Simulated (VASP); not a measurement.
Here is the system:

```
PtSe2
1.0
    1.93906    -3.35855     0.00000
    1.93906     3.35855     0.00000
    0.00000     0.00000     5.65040
Pt Se
1 2
Direct
  0.00000   0.00000   0.00000
  0.33333   0.66667   0.24153
  0.66667   0.33333   0.75847
```

All values below come from vdW-DF2, VASP's PBE PAW potentials (set 64) (plane waves; VASP). Settings: 520 eV cut-off, 7×7×5 Γ-centred mesh, tetrahedra with Blöchl corrections, potentials Pt Se.

What does the run give for the energy per atom (σ→0)?

| Property | Value |
|---|---|
| energy per atom (σ→0) | -2.320 eV/atom |

Total energies compare only between runs with the same potentials, cut-off and functional.

The compound is PtSe2 in the 1T layered structure. It was relaxed first, which changed the volume by +20 %.
